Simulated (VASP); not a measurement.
Here is the system:

```xyz
5
Lattice="5.0486 0.0000 0.0000 0.0000 5.0486 0.0000 0.0000 0.0000 5.0486" Properties=species:S:1:pos:R:3 pbc="T T T"
Cs     0.0000     0.0000     0.0000
Pb     2.5243     2.5243     2.5243
Cl     2.5243     0.0000     2.5243
Cl     0.0000     2.5243     2.5243
Cl     2.5243     2.5243     0.0000
```

Level of theory: PBE GGA, VASP's PBE PAW potentials (set 64) (plane waves; VASP 6.6.1). Run with 500 eV cut-off, 6×6×6 Γ-centred mesh, first-order Methfessel-Paxton smearing of 0.10 eV, potentials Cs_sv Pb_d Cl.

Energy and stress use the plane-wave basis of the starting cell.

Problem. The ions, cell shape and volume at an external pressure of 30.0 GPa are relaxed. What does this cell relax into?

Solution. 
```xyz
5
Lattice="4.9037 0.0000 0.0000 0.0000 4.9037 0.0000 0.0000 0.0000 4.9037" Properties=species:S:1:pos:R:3 pbc="T T T"
Cs     0.0000     0.0000     0.0000
Pb     2.4518     2.4518     2.4518
Cl     2.4518     0.0000     2.4518
Cl     0.0000     2.4518     2.4518
Cl     2.4518     2.4518     0.0000
```
Space group Pm-3m (221), at a tolerance of 0.03 Å.

Problem. How do energy and volume change from the first to the last step?

Solution. The energy (σ→0) changes by +331.4 meV/atom and the volume by -8.4 %, in 4 ionic steps.

The compound is CsPbCl3 in the cubic perovskite structure, the ideal cubic form; the compound distorts at low or room temperature. This run relaxes it under an external pressure of 30 GPa. Symmetry was kept, so distortions that lower it aren't found.
